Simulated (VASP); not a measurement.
These are SCAN meta-GGA, VASP's PBE PAW potentials (set 64) (plane waves; VASP 6.6.1) values and carry that method's errors.

VASP ran on this input.

**INCAR**
```
! general
SYSTEM  = BN
PREC    = Accurate
ENCUT   = 520
LREAL   = .FALSE.
LASPH   = .TRUE.

! electronic loop
EDIFF   = 1E-7
NELM    = 100
ALGO    = Normal
LMIXTAU = .TRUE.

! smearing
ISMEAR  = 0
SIGMA   = 0.05

! functional
METAGGA = SCAN

! ions
ISIF    = 2

! output
LWAVE   = .FALSE.
LCHARG  = .FALSE.
```

### POSCAR
```
BN
1.0
  0.0000000000   1.8385220981   1.8385220981
  1.8385220981   0.0000000000   1.8385220981
  1.8385220981   1.8385220981   0.0000000000
B N
1 1
Cartesian
  0.0000000000   0.0000000000   0.0000000000
  0.9192610490   0.9192610490   0.9192610490
```

KPOINTS:
```
Automatic mesh
0
Gamma
12 12 12
0 0 0
```

POTCAR, in this order: B N (PBE.64 set). Program: vasp_std.

The resulting files:

File OUTCAR:
```
 ion  position               nearest neighbor table
   1  0.000  0.000  0.000-   2 1.59   2 1.59   2 1.59   2 1.59
   2  0.250  0.250  0.250-   1 1.59   1 1.59   1 1.59   1 1.59
  LATTYP: Found a face centered cubic cell.
 ALAT       =     3.6770441962
 Subroutine PRICEL returns:
 Original cell was already a primitive cell.
 Subroutine GETGRP returns: Found 24 space group operations
The static configuration has the point symmetry T_d .
The dynamic configuration has the point symmetry T_d .
 Subroutine INISYM returns: Found 24 space group operations
 Subroutine IBZKPT returns following result:
 Found     72 irreducible k-points:

 Following reciprocal coordinates:
            Coordinates               Weight
  0.000000  0.000000  0.000000      1.000000
  0.083333  0.000000  0.000000      8.000000
  0.166667  0.000000  0.000000      8.000000
  0.250000  0.000000  0.000000      8.000000
  0.333333  0.000000  0.000000      8.000000
  0.416667  0.000000  0.000000      8.000000
  0.500000  0.000000  0.000000      4.000000
  0.083333  0.083333  0.000000      6.000000
  0.166667  0.083333  0.000000     24.000000
  0.250000  0.083333  0.000000     24.000000
  0.333333  0.083333  0.000000     24.000000
  0.416667  0.083333  0.000000     24.000000
  0.500000  0.083333  0.000000     24.000000
 -0.416667  0.083333  0.000000     24.000000
 -0.333333  0.083333  0.000000     24.000000
 -0.250000  0.083333  0.000000     24.000000
 -0.166667  0.083333  0.000000     24.000000
 -0.083333  0.083333  0.000000     12.000000
  0.166667  0.166667  0.000000      6.000000
  0.250000  0.166667  0.000000     24.000000
  0.333333  0.166667  0.000000     24.000000
  0.416667  0.166667  0.000000     24.000000
  0.500000  0.166667  0.000000     24.000000
 -0.416667  0.166667  0.000000     24.000000
...
```

### OSZICAR
```
       N       E                     dE             d eps       ncg     rms          rms(c)
DAV:   1     0.578528521537E+01    0.57853E+01   -0.53376E+03  1216   0.100E+03
DAV:   2    -0.226995559671E+02   -0.28485E+02   -0.27216E+02  1632   0.173E+02
DAV:   3    -0.229008687829E+02   -0.20131E+00   -0.20131E+00  1376   0.189E+01
DAV:   4    -0.229010541586E+02   -0.18538E-03   -0.18538E-03  1528   0.506E-01
DAV:   5    -0.229010542184E+02   -0.59807E-07   -0.59807E-07  1304   0.734E-03    0.632E+00
DAV:   6    -0.185759623133E+02    0.43251E+01   -0.37200E+00  1576   0.155E+01    0.320E+00
DAV:   7    -0.195948866837E+02   -0.10189E+01   -0.41534E-01  1168   0.889E+00    0.179E+00
DAV:   8    -0.190594703341E+02    0.53542E+00   -0.33505E-01  1152   0.766E+00    0.871E-01
DAV:   9    -0.194366390777E+02   -0.37717E+00   -0.24638E-01  1152   0.617E+00    0.522E-01
DAV:  10    -0.195081309602E+02   -0.71492E-01   -0.39086E-02  1160   0.254E+00    0.124E-01
DAV:  11    -0.194958701605E+02    0.12261E-01   -0.13927E-02  1152   0.191E+00    0.168E-01
DAV:  12    -0.194979970421E+02   -0.21269E-02   -0.49179E-03  1152   0.992E-01    0.473E-02
DAV:  13    -0.194975570421E+02    0.44000E-03   -0.56665E-04  1152   0.300E-01    0.189E-02
DAV:  14    -0.194975706809E+02   -0.13639E-04   -0.55421E-05  1480   0.895E-02    0.439E-03
DAV:  15    -0.194975672744E+02    0.34064E-05   -0.15580E-06  1208   0.194E-02    0.154E-03
DAV:  16    -0.194975702076E+02   -0.29331E-05   -0.27943E-07  1240   0.762E-03    0.104E-03
DAV:  17    -0.194975696879E+02    0.51966E-06   -0.76588E-08   576   0.244E-03    0.258E-04
DAV:  18    -0.194975715340E+02   -0.18461E-05   -0.54645E-08   576   0.326E-03    0.104E-04
DAV:  19    -0.194975712100E+02    0.32398E-06   -0.20056E-09   576   0.571E-04    0.498E-05
DAV:  20    -0.194975712681E+02   -0.58095E-07   -0.62546E-10   576   0.327E-04
   1 F= -.19497571E+02 E0= -.19497571E+02  d E =-.313369E-16
```

**OUTCAR**
```
------------------------ aborting loop because EDIFF is reached ----------------------------------------
  FORCE on cell =-STRESS in cart. coord.  units (eV):
  Direction    XX          YY          ZZ          XY          YZ          ZX
  --------------------------------------------------------------------------------------
  Total       -1.5943488     -1.5943488     -1.5943488     -0.0000000     -0.0000000      0.0000000
  in kB     -205.5215480   -205.5215480   -205.5215480     -0.0000000     -0.0000000      0.0000000
  external PRESSURE =    -205.5215480 kB  Pullay stress =       0.0000000 kB
  volume of cell :       12.43
      direct lattice vectors                 reciprocal lattice vectors
     0.000000000  1.838522098  1.838522098    -0.271957569  0.271957569  0.271957569
     1.838522098  0.000000000  1.838522098     0.271957569 -0.271957569  0.271957569
     1.838522098  1.838522098  0.000000000     0.271957569  0.271957569 -0.271957569
  FREE ENERGIE OF THE ION-ELECTRON SYSTEM (eV)
  ---------------------------------------------------
  free  energy   TOTEN  =       -19.4975712681 eV

  energy  without entropy=      -19.4975712681  energy(sigma->0) =      -19.49757127
```
(Selected blocks of OUTCAR.)

The compound is BN in the zinc blende structure. This cell is one point of a volume scan, at 1.06 of the reference volume.
